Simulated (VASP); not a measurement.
Given:

```
CELL_PARAMETERS angstrom
      1.47368     0.85083     6.06252
     -1.47368     0.85083     6.06252
      0.00000    -1.70166     6.06252
ATOMIC_POSITIONS crystal
  Cr 0.50000 0.50000 0.50000
  Au 0.00000 0.00000 0.00000
  O  0.88674 0.88674 0.88674
  O  0.11326 0.11326 0.11326
```

Calculation: LDA (Ceperley-Alder, Perdew-Zunger) with spin-orbit coupling, VASP's LDA PAW potentials (set 64) (plane waves; VASP 6.6.1). Run with 520 eV cut-off, 8×8×8 Γ-centred mesh, Gaussian smearing of 0.050 eV, potentials Cr_pv Au O.

The run has a spin-polarised start.

### Question
Estimate the energy per atom (σ→0), band gap (over mesh and band path) with the smallest direct gap where there is one.

### Answer

| Property | Result |
|---|---|
| band gap (over mesh and band path) | 0.19 eV |
| smallest direct gap (over mesh and band path) | 0.71 eV |
| energy per atom (σ→0) | -7.920 eV/atom |

The absolute energy has meaning only against runs of the same code, potentials and settings.

The structure comes from a computed database's CrAuO2 entry (R-3m); how it stands against other phases isn't given here. It was relaxed first, which changed the volume by -5 %.
